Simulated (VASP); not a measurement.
```xyz
4
Lattice="4.4804 2.2402 2.2402 2.2402 4.4804 2.2402 2.2402 2.2402 4.4804" Properties=species:S:1:pos:R:3 pbc="T T T"
Mn     0.0000     0.0000     0.0000
Mn     4.4804     4.4804     4.4804
O      2.2402     2.2402     2.2402
O      6.7206     6.7206     6.7206
```
Starting moments (μB, in the order of the record's atoms Mn Mn O O): 5.0 -5.0 0.0 0.0.

The numbers are results of PBE GGA, VASP's PBE PAW potentials (set 64) (plane waves; VASP 6.6.1), not measurements. Settings: 400 eV cut-off, 5×5×5 Γ-centred mesh, Fermi-Dirac smearing of 0.050 eV, potentials Mn_pv O.

At this cut-off the stress carries a Pulay error, which pulls relaxed volumes low.

Q: Predict the cell moment, energy per atom (σ→0), pressure.

A: 
```
Property                        Value
---------------------  --------------
cell moment                   0.00 μB
energy per atom (σ→0)  -8.280 eV/atom
pressure                    -9.03 GPa
```

Q: Give the moment on each site (PAW-sphere projection).

A: 
| site | moment (μB) |
|---|---|
| Mn1 | 4.35 |
| Mn2 | -4.35 |
| O3 | 0.00 |
| O4 | 0.00 |

The structure is a typed MnO crystal (Fm-3m). The cell was not relaxed at this level. The k-mesh is coarse (spacing up to 0.47 per Å, 2π included), so the numbers may not be converged in it.
